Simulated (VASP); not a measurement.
Output of a VASP run:

OUTCAR:
```
 ion  position               nearest neighbor table
   1  0.000  0.000  0.000-   2 2.85   2 2.85   2 2.85   2 2.85   2 2.85   2 2.85   2 2.85   2 2.85
  LATTYP: Found a simple tetragonal cell.
 ALAT       =     2.8256885961
 C/A-ratio  =     1.4379755973
 Subroutine PRICEL returns:
 Original cell was already a primitive cell.
 Subroutine GETGRP returns: Found 16 space group operations
The static configuration has the point symmetry D_4h.
The dynamic configuration has the point symmetry D_4h.
 Subroutine INISYM returns: Found 16 space group operations
 Subroutine IBZKPT returns following result:
 Found    140 irreducible k-points:

 Following reciprocal coordinates:
            Coordinates               Weight
  0.000000  0.000000  0.000000      1.000000
  0.076923  0.000000  0.000000      4.000000
  0.153846  0.000000  0.000000      4.000000
  0.230769  0.000000  0.000000      4.000000
  0.307692  0.000000  0.000000      4.000000
  0.384615  0.000000  0.000000      4.000000
  0.461538  0.000000  0.000000      4.000000
  0.076923  0.076923  0.000000      4.000000
  0.153846  0.076923  0.000000      8.000000
  0.230769  0.076923  0.000000      8.000000
  0.307692  0.076923  0.000000      8.000000
  0.384615  0.076923  0.000000      8.000000
  0.461538  0.076923  0.000000      8.000000
  0.153846  0.153846  0.000000      4.000000
  0.230769  0.153846  0.000000      8.000000
  0.307692  0.153846  0.000000      8.000000
  0.384615  0.153846  0.000000      8.000000
  0.461538  0.153846  0.000000      8.000000
  0.230769  0.230769  0.000000      4.000000
  0.307692  0.230769  0.000000      8.000000
  0.384615  0.230769  0.000000      8.000000
  0.461538  0.230769  0.000000      8.000000
  0.307692  0.307692  0.000000      4.000000
  0.384615  0.307692  0.000000      8.000000
  0.461538  0.307692  0.000000      8.000000
  0.384615  0.384615  0.000000      4.000000
  0.461538  0.384615  0.000000      8.000000
  0.461538  0.461538  0.000000      4.000000
  0.000000  0.000000  0.111111      2.000000
  0.076923  0.000000  0.111111      8.000000
  0.153846  0.000000  0.111111      8.000000
  0.230769  0.000000  0.111111      8.000000
  0.307692  0.000000  0.111111      8.000000
  0.384615  0.000000  0.111111      8.000000
  0.461538  0.000000  0.111111      8.000000
  0.076923  0.076923  0.111111      8.000000
  0.153846  0.076923  0.111111     16.000000
  0.230769  0.076923  0.111111     16.000000
  0.307692  0.076923  0.111111     16.000000
  0.384615  0.076923  0.111111     16.000000
   k-points           NKPTS =    140   k-points in BZ     NKDIM =    140   number of bands    NBANDS=     11
   number of dos      NEDOS =    301   number of ions     NIONS =      2
   total plane-waves  NPLWV =  17280
   dimension x,y,z NGX =    24 NGY =   24 NGZ =   30
   dimension x,y,z NGXF=    48 NGYF=   48 NGZF=   60
   ions per type =               1   1
   PREC   = accura    normal or accurate (medium, high low for compatibility)
   ISTART =      0    job   : 0-new  1-cont  2-samecut
   ICHARG =      2    charge: 1-file 2-atom 10-const
   ISPIN  =      1    spin polarized calculation?
   LNONCOLLINEAR =      F non collinear calculations
   LSORBIT =      F    spin-orbit coupling
   INIWAV =      1    electr: 0-lowe 1-rand  2-diag
   ENCUT  =  500.0 eV  36.75 Ry    6.06 a.u.   5.15  5.15  7.41*2*pi/ulx,y,z
   NELM   =    100;   NELMIN=  2; NELMDL= -5     # of ELM steps
   EDIFF  = 0.1E-05   stopping-criterion for ELM
   LREAL  =      F    real-space projection
   NLSPLINE    = F    spline interpolate recip. space projectors
   LMAXMIX     =    4 max onsite mixed and CHGCAR
   VOSKOWN=      0    Vosko Wilk Nusair interpolation
   EDIFFG = -.2E-01   stopping-criterion for IOM
   NSW    =     40    number of steps for IOM
   NBLOCK =      1;   KBLOCK =     40    inner block; outer block
   IBRION =      2    ionic relax: 0-MD 1-quasi-New 2-CG
...
```

OSZICAR:
```
       N       E                     dE             d eps       ncg     rms          rms(c)
DAV:   1     0.880139525936E+02    0.88014E+02   -0.73518E+03  3080   0.134E+03
DAV:   2    -0.808572807245E+01   -0.96100E+02   -0.93635E+02  3116   0.328E+02
DAV:   3    -0.137794052036E+02   -0.56937E+01   -0.54580E+01  4822   0.774E+01
DAV:   4    -0.139861592580E+02   -0.20675E+00   -0.20493E+00  3916   0.127E+01
DAV:   5    -0.139955728162E+02   -0.94136E-02   -0.94054E-02  4527   0.246E+00    0.967E+00
DAV:   6    -0.125612304777E+02    0.14343E+01   -0.12940E+01  3816   0.388E+01    0.346E+00
DAV:   7    -0.124036379991E+02    0.15759E+00   -0.12875E+00  3566   0.120E+01    0.190E+00
DAV:   8    -0.123916822383E+02    0.11956E-01   -0.16317E-01  3470   0.464E+00    0.546E-01
DAV:   9    -0.123894258371E+02    0.22564E-02   -0.32788E-02  3660   0.242E+00    0.247E-01
DAV:  10    -0.123895340583E+02   -0.10822E-03   -0.20294E-03  3843   0.524E-01    0.588E-02
DAV:  11    -0.123895120588E+02    0.21999E-04   -0.56258E-04  3968   0.259E-01    0.481E-02
DAV:  12    -0.123895149244E+02   -0.28656E-05   -0.31513E-05  3588   0.618E-02    0.147E-02
DAV:  13    -0.123895137982E+02    0.11261E-05   -0.20412E-06  3269   0.134E-02    0.868E-03
DAV:  14    -0.123895138701E+02   -0.71877E-07   -0.91227E-07  1900   0.125E-02
   1 F= -.12389514E+02 E0= -.12389393E+02  d E =-.123895E+02
```

File OUTCAR:
```
------------------------ aborting loop because EDIFF is reached ----------------------------------------
  FORCE on cell =-STRESS in cart. coord.  units (eV):
  Direction    XX          YY          ZZ          XY          YZ          ZX
  --------------------------------------------------------------------------------------
  Total        0.0024594      0.0024594      0.0036618      0.0000000     -0.0000000      0.0000000
  in kB        0.1214533      0.1214533      0.1808319      0.0000000     -0.0000000      0.0000000
  external PRESSURE =       0.1412461 kB  Pullay stress =       0.0000000 kB
  volume of cell :       32.44
      direct lattice vectors                 reciprocal lattice vectors
     2.825688596  0.000000000  0.000000000     0.353896038  0.000000000  0.000000000
     0.000000000  2.825688596  0.000000000     0.000000000  0.353896038  0.000000000
     0.000000000  0.000000000  4.063271247     0.000000000  0.000000000  0.246107124
 POSITION                                       TOTAL-FORCE (eV/Angst)
 -----------------------------------------------------------------------------------
      0.00000      0.00000      0.00000         0.000000      0.000000      0.000000
      1.41284      1.41284      2.03164         0.000000      0.000000      0.000000
 -----------------------------------------------------------------------------------
    total drift:                               -0.000000      0.000000      0.000000
  FREE ENERGIE OF THE ION-ELECTRON SYSTEM (eV)
  ---------------------------------------------------
  free  energy   TOTEN  =       -12.3895138701 eV

  energy  without entropy=      -12.3891504011  energy(sigma->0) =      -12.38939271

 reached required accuracy - stopping structural energy minimisation
```
(Selected blocks of OUTCAR.)

POSCAR:
```
TiAl
1
    2.8256885961     0.0000000000     0.0000000000
    0.0000000000     2.8256885961     0.0000000000
    0.0000000000    -0.0000000000     4.0632712467
Ti Al
1 1
Direct
  0.0000000000   0.0000000000   0.0000000000
  0.5000000000   0.5000000000   0.5000000000
```

### Question
Reconstruct the remaining input files.

### Answer
This is not unique; one that fits is the input of the run itself, PBE GGA, plane waves, VASP's PBE PAW potentials (set 64).

File KPOINTS:
```
Automatic mesh
0
Gamma
13 13 9
0 0 0
```

**INCAR**
```
SYSTEM = TiAl
LASPH = .True.   ! aspherical one-centre terms
SIGMA = 0.1   ! width (eV)
EDIFFG = -0.02
ISMEAR = 1   ! Methfessel-Paxton
IBRION = 2
LCHARG = .False.
ENCUT = 500   ! plane-wave cut-off (eV)
LMAXMIX = 4
GGA = PE   ! PBE
ISIF = 3   ! ions, shape and volume
ALGO = Normal   ! blocked Davidson
NSW = 40
EDIFF = 1E-6   ! SCF stop (eV)
NELM = 100   ! most electronic steps
LREAL = .False.   ! projection in real space or not
LWAVE = .False.
PREC = Accurate
```

POTCAR, in this order: Ti_sv Al (PBE.64 set). Program: vasp_std.

The compound is TiAl in the L1_0 structure. It was relaxed first. The electron count is odd and the run is not spin-polarised, which forces a metal.
